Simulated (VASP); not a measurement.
ZrW2 (space group Fd-3m): computed properties

Level of theory: PBEsol GGA, VASP's PBE PAW potentials (set 64) (plane waves; VASP).

```json
{
  "space_group": "Fd-3m (227)",
  "cell": "a = 7.5811 Å, b = 7.5811 Å, c = 7.5811 Å, α = 90.00°, β = 90.00°, γ = 90.00°",
  "volume_per_atom": "18.15 Å³/atom",
  "band gap (over mesh and band path)": "none (metal, semimetal or under 0.01 eV)",
  "band_gap_with_spin_orbit_coupling": "none (metallic)",
  "density": "13.99 g/cm³"
}
```

```yaml
crystal:
  lattice:
    - [0.00000, 3.79055, 3.79055]
    - [3.79055, 0.00000, 3.79055]
    - [3.79055, 3.79055, 0.00000]
  atoms:
    - { symbol: Zr, position: [0.75000, 0.75000, 0.75000] }
    - { symbol: Zr, position: [0.50000, 0.50000, 0.50000] }
    - { symbol: W, position: [0.12500, 0.62500, 0.12500] }
    - { symbol: W, position: [0.12500, 0.12500, 0.12500] }
    - { symbol: W, position: [0.62500, 0.12500, 0.12500] }
    - { symbol: W, position: [0.12500, 0.12500, 0.62500] }
```

Unless said otherwise, spin-orbit coupling is left out, though it shifts the bands of the heavy elements here.

The structure comes from a computed database's ZrW2 entry (Fd-3m); how it stands against other phases isn't given here. It was relaxed first. Symmetry was kept, so distortions that lower it aren't found.
